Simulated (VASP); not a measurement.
Here is the system:

```
BN
1.0
    1.25830    -2.17944     0.00000
    1.25830     2.17944     0.00000
    0.00000     0.00000     4.22550
B N
2 2
Direct
  0.66667   0.33333   0.50024
  0.33333   0.66667   0.00024
  0.66667   0.33333   0.87476
  0.33333   0.66667   0.37476
```

Level of theory: PBE GGA, VASP's PBE PAW potentials (set 64) (plane waves; VASP). Settings: 600 eV cut-off, 12×12×6 Γ-centred mesh, Gaussian smearing of 0.050 eV, potentials B N.

Task: Estimate the energy per atom (σ→0), pressure.

Result: 
- energy per atom (σ→0): -8.700 eV/atom
- pressure: 11.76 GPa

Total energies compare only between runs with the same potentials, cut-off and functional.

The compound is BN in the wurtzite structure, a metastable high-pressure form. This cell was strained or had an atom moved on purpose.
